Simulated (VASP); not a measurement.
An input for Quantum ESPRESSO's pw.x (written as the equivalent of a VASP run, and not itself run):

```
&CONTROL
  calculation = 'scf'
  pseudo_dir = './pseudo'
  outdir = './out'
  tprnfor = .true.
  tstress = .true.
/
&SYSTEM
  ibrav = 0
  nat = 2
  ntyp = 2
  ecutwfc = 88
  occupations = 'smearing'
  smearing = 'gaussian'
  degauss = 0.003675
  input_dft = 'vdw-df-cx'
/
&ELECTRONS
  conv_thr = 7.3e-09
  electron_maxstep = 100
/
ATOMIC_SPECIES
  Na 22.990 Na.upf
  I 126.904 I.upf
CELL_PARAMETERS angstrom
     0.0000000    3.1653122    3.1653122
     3.1653122    0.0000000    3.1653122
     3.1653122    3.1653122    0.0000000
ATOMIC_POSITIONS crystal
  Na   1.0000000  1.0000000  0.0000000
  I    0.5000000  0.5000000  0.5000000
K_POINTS automatic
  7 7 7 0 0 0
```

Task: Translate this input to VASP (INCAR, KPOINTS, POSCAR, choice of POTCAR).

Result: One answer among several that fit: 
POSCAR:
```
NaI
1
    0.0000000000     3.1653121721     3.1653121721
    3.1653121721     0.0000000000     3.1653121721
    3.1653121721     3.1653121721     0.0000000000
Na I
1 1
Direct
  1.0000000000   1.0000000000   0.0000000000
  0.5000000000   0.5000000000   0.5000000000
```

### KPOINTS
```
K-points
0
G
7 7 7
0 0 0
```

**INCAR**
```
# general
SYSTEM   = NaI
PREC     = Accurate
ENCUT    = 520
LREAL    = .False.
LASPH    = .True.

# electronic loop
EDIFF    = 1E-7
NELM     = 100
ALGO     = Normal
LMAXMIX  = 4

# smearing
ISMEAR   = 0
SIGMA    = 0.05

# functional
GGA      = CX
LUSE_VDW = .True.
AGGAC    = 0.0

# ions
ISIF     = 2

# output
LWAVE    = .False.
LCHARG   = .False.
```

POTCAR, in this order: Na_pv I (PBE.64 set). Program: vasp_std.

What does not carry over: the potentials are each code's own (VASP's PAW set, PseudoDojo norm-conserving files in pw.x), so ENCUT and ecutwfc are chosen apart and not converted; conv_thr bounds pw.x's estimated SCF error, while EDIFF bounds the energy change between steps.

The compound is NaI in the rock salt structure. This cell is one point of a volume scan, at 0.94 of the reference volume.
